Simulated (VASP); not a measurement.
A run of VASP 6.6.1:

INCAR

```
  ALGO = Normal
  EDIFF = 1E-6
  EDIFFG = -0.01
  ENCUT = 600
  GGA = PE
  IBRION = 2
  ISIF = 3
  ISMEAR = 0
  KPAR = 4
  LASPH = T
  LCHARG = F
  LREAL = F
  LWAVE = F
  NELM = 80
  NSW = 90
  PREC = Accurate
  SIGMA = 0.03
```

File KPOINTS:

```
k-points
0
Gamma
  6 6 6
```

Contents of POSCAR:

```
AlIn3As4
1.0
   -5.9422000000      0.0000000000      5.9422000000
   -5.9422000000     -5.9422000000      0.0000000000
    0.0000000000     -5.9422000000      5.9422000000
Al In As
2 6 8
Direct
    0.0000000000      0.5000000000      0.0000000000
    0.0000000000      0.0000000000      0.0000000000
    0.0000000000      0.5000000000      0.5000000000
    0.0000000000      0.0000000000      0.5000000000
    0.5000000000      0.5000000000      0.0000000000
    0.5000000000      0.0000000000      0.0000000000
    0.5000000000      0.5000000000      0.5000000000
    0.5000000000      0.0000000000      0.5000000000
    0.1250000000      0.1250000000      0.1250000000
    0.1250000000      0.6250000000      0.1250000000
    0.1250000000      0.1250000000      0.6250000000
    0.1250000000      0.6250000000      0.6250000000
    0.6250000000      0.1250000000      0.1250000000
    0.6250000000      0.6250000000      0.1250000000
    0.6250000000      0.1250000000      0.6250000000
    0.6250000000      0.6250000000      0.6250000000
```

Potentials or basis: VASP PAW PBE potentials, release 64 (Al, In_d, As).

Run with:

```console
$ cat potpaw_PBE.64/Al/POTCAR potpaw_PBE.64/In_d/POTCAR potpaw_PBE.64/As/POTCAR > POTCAR
$ mpirun -np 4 vasp_std > vasp.out
```

Hardware: 4 MPI ranks on Intel(R) Xeon(R) Platinum 8488C (Sapphire Rapids) (shared host).

Question: Estimate the wall time of this run.

Answer: It took 62 min on 4 MPI ranks on Intel(R) Xeon(R) Platinum 8488C (Sapphire Rapids), with other jobs on the host, peak memory 1.7 GiB a rank. Counts: scf iterations 82, k points 46, ion steps 9.
